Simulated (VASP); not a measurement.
# Rhenium (P6_3/mmc) under uniaxial [0001] strain: transverse strain, stress and strain energy with PBEsol

Rhenium has seven valence electrons and a d band about half full, so the bonding d states are mostly occupied and the antibonding ones mostly empty. That filling makes the metal very stiff. All nine members are this one hexagonal crystal, stretched or compressed along [0001] by up to 2 % and left free to adjust its width. I want to establish which elastic moduli follow from the response, and at what strain a linear description begins to fail. This matters because moduli are often taken from strains of this size as if the response were exactly linear. Strains and energies are measured from the relaxed PBEsol crystal, and tensile strain and stress are positive.

## Set-up

The start is an entry of the ASE's table of reference states database. The crystal was relaxed with PBEsol. Strain is imposed along [0001]; the strain across the axis is adjusted until the stress across it vanishes, and the atoms are relaxed with PBEsol. VASP 6.6.1, plane waves with PAW, cutoff 450 eV, no spin polarisation, no spin-orbit coupling, k mesh 24×24×13, static lattice. The same in all rows: band gap on the k mesh at PBEsol: 0.000 eV.

Notes on method and selection:

- Runs that did not converge, have known faults or may not be shown are not listed, and runs on Ansatz's PAW sets soft_1 and soft_2 are kept to separate tables.

Columns:

- strain (%): strain along the axis (tension positive).
- transverse strain (%): strain across the axis.
- stress (GPa): stress along the axis, tension positive.
- strain energy (meV/atom): energy per atom above the relaxed crystal.

## The series

| member | strain (%) | transverse strain (%) | stress (GPa) | strain energy (meV/atom) |
| --- | --- | --- | --- | --- |
| −2 % | −2.0 | 0.567 | −11.74 | 10.90 |
| −1.5 % | −1.5 | 0.415 | −8.82 | 6.19 |
| −1 % | −1.0 | 0.269 | −5.94 | 2.79 |
| −0.5 % | −0.5 | 0.129 | −3.02 | 0.71 |
| 0 % | 0.0 | 0.000 | −0.02 | 0.00 |
| +0.5 % | 0.5 | −0.124 | 2.97 | 0.68 |
| +1 % | 1.0 | −0.243 | 5.90 | 2.68 |
| +1.5 % | 1.5 | −0.356 | 8.82 | 5.99 |
| +2 % | 2.0 | −0.464 | 11.71 | 10.62 |

Least-squares fits to the whole series, with x = strain (%); R² and errors in the fitted variable (y, or ln y where the fit is in ln y):

| y | members | fit | R² | rms residual | leave-one-out rms | the same for the mean of the others |
| --- | --- | --- | --- | --- | --- | --- |
| transverse strain (%) | 9 | y = 0.02144 − 0.2571 x | 1.00 | 0.019 | 0.027 | 0.37 |
| stress (GPa) | 9 | y = −0.01556 + 5.880 x | 1.00 | 0.037 | 0.047 | 8.5 |

## The trend and its physics

From −2 % to +2 % the transverse strain falls steadily from 0.567 % to −0.464 %, and the stress rises from −11.74 to 11.71 GPa. The energy grows roughly as the square of the strain on both sides.

For the simplest model I assume that the energy is quadratic in the strains, that the crystal keeps its hexagonal symmetry, and that no stress acts across the axis. Symmetry holds the atoms on their sites, so only the cell shape responds. With axial strain $x$, transverse strain $\eta$ and relaxed volume per atom $V_0$, the energy per atom is

$$W = V_0\left[\tfrac12 C_{33}x^2 + 2C_{13}x\eta + (C_{11}+C_{12})\eta^2\right].$$

Setting $\partial W/\partial\eta = 0$ gives the transverse strain:

$$\eta = -\nu x,\qquad \nu = \frac{C_{13}}{C_{11}+C_{12}}.$$

Putting this back into the energy leaves

$$W = kx^2,\qquad k=\tfrac12 EV_0,\qquad E = C_{33}-\frac{2C_{13}^2}{C_{11}+C_{12}},$$

and the axial stress is $\sigma = Ex$. The three parameters are $\nu$, $E$ and $k$.

The physics lies in the subtracted term of $E$. Compression along the axis pushes the crystal outwards, and this sideways relief lowers the stress below that of a crystal held at fixed width.

The fitted slopes give a Young's modulus along [0001] of 5.880 × 100 = 588 GPa and a Poisson ratio of 0.257. Both are averages over ±2 %. The ±0.5 % members alone, which lie 1 % apart in strain, give a modulus of (2.97 + 3.02) × 100 = 599 GPa and a Poisson ratio of 0.129 + 0.124 = 0.253. In terms of compliances, the loading gives access to $S_{33}=1/E$ and $S_{13}=-\nu/E$, which are defined at vanishing strain. Taken from the fit, $S_{33}$ comes out larger than from the ±0.5 % pair by a factor of (2.97 + 3.02) / 5.880 = 1.02. The size of $S_{13}$ differs by somewhat more, because the fitted Poisson ratio is larger too. The slopes do not give $C_{33}$ or $C_{13}$ separately, and this loading says nothing about the shear moduli.

## Testing the model

I fix the model on the −1 % and +1 % members, taking half the difference for the two odd quantities and the mean for the energy. With $x$ in per cent:

- $\nu$ = (0.269 + 0.243) / 2 = 0.256
- $E$ = (5.90 + 5.94) / 2 = 5.92 GPa per %, or 5.92 × 100 = 592 GPa
- $k$ = (2.79 + 2.68) / 2 = 2.735 meV/atom per %²

For **−2 %**:

- transverse strain: 0.256 × 2 = 0.512 %; table 0.567 %
- stress: −5.92 × 2 = −11.84 GPa; table −11.74 GPa
- energy: 2.735 × 4 = 10.94 meV/atom; table 10.90 meV/atom

For **−0.5 %**:

- transverse strain: 0.256 × 0.5 = 0.128 %; table 0.129 %
- stress: −5.92 × 0.5 = −2.96 GPa; table −3.02 GPa
- energy: 2.735 × 0.5 × 0.5 = 0.68 meV/atom; table 0.71 meV/atom

For **+2 %**:

- transverse strain: −0.256 × 2 = −0.512 %; table −0.464 %
- stress: 5.92 × 2 = 11.84 GPa; table 11.71 GPa
- energy: 2.735 × 4 = 10.94 meV/atom; table 10.62 meV/atom

Over all nine rows the rms miss is 0.029 % in transverse strain, 0.07 GPa in stress and 0.12 meV/atom in energy. The scatter about the mean is far larger, at roughly 0.3 %, 8 GPa and 4 meV/atom.

## Departures from the trend

Largest departures from the fit to the whole series:

| member | transverse strain (%) | fit | computed − fit | in rms residuals |
| --- | --- | --- | --- | --- |
| −2 % | 0.567 | 0.536 | +0.031 | 1.6 |
| +2 % | −0.464 | −0.493 | +0.029 | 1.5 |
| 0 % | 0.000 | 0.021 | −0.021 | 1.1 |
| −0.5 % | 0.129 | 0.150 | −0.021 | 1.1 |

The transverse strain breaks the model first. The computed value lies above the line of the ±1 % model by 0.567 − 0.512 = 0.055 % at −2 % and by 0.512 − 0.464 = 0.048 % at +2 %, about a tenth of the transverse strain itself. The assumption that fails is that of constant moduli. The likely main cause is $C_{13}$: compression brings neighbouring layers closer and strengthens their sideways push, while tension weakens it. A change in $C_{11}+C_{12}$ can contribute as well, and the transverse strain alone does not separate the two. Adding $0.013x^2$, with $(0.269 - 0.243)/2 = 0.013$ from the ±1 % members, brings every row within 0.004 %.

The stress hardly shows this asymmetry: its size is 11.74 GPa at −2 % and 11.71 GPa at +2 %. A crystal of fixed width stiffens under compression, but the stronger sideways relief offsets that. The table has no fixed-width rows. Both effects show in the trial widths computed in the search for zero transverse stress, when the stress is carried from these to the width of the unstrained crystal.

What the stress does show is a slight softening common to both directions. The slope between opposite members falls from (2.97 + 3.02) × 100 = 599 GPa at ±0.5 % to 592 GPa at ±1 % and (11.71 + 11.74) / 4 × 100 = 586 GPa at ±2 %. A simple cubic term in the stress would make this fall slowest at small strain, whereas here it is fastest there. Part of it may therefore be numerical, and I do not extrapolate to zero strain.

The energy is less symmetric, 10.90 against 10.62 meV/atom at ∓2 %. Work depends on force, and the cross-section is wider in compression than in tension. This contributes a difference of $(8/3)\nu k|x|^3$, with one factor of $x$ taken as a fraction: 8/3 × 0.256 × 0.02 × 10.94 = 0.15 meV/atom, about half of the 10.90 − 10.62 = 0.28 meV/atom found. The small residual stress at zero strain acts in the same direction.

## Conclusions

Between −2 % and +2 % the stress follows one modulus, 588 GPa from the fit, to within about 0.1 GPa. That modulus is an average over the range. The ±0.5 % members give (2.97 + 3.02) × 100 = 599 GPa, about 2 % more, and the series does not settle the limit at zero strain. The fit should therefore not be quoted as the zero-strain modulus to better than a few per cent. A single Poisson ratio is good to about 5 % at ±1 % strain and to about 10 % at ±2 %, so a straight stress line is no sign that the whole response is linear.

Two omitted effects exceed the misfit in stress. Thermal motion at room temperature would lower the modulus, typically by a few per cent. Plastic flow matters far more: an ordinary metal sample slips or twins well before 2 % elastic strain, which would cut the stress there from about 12 GPa to roughly 1 GPa or less. The static lattice leaves out the first effect, and the two-atom cell excludes the second.
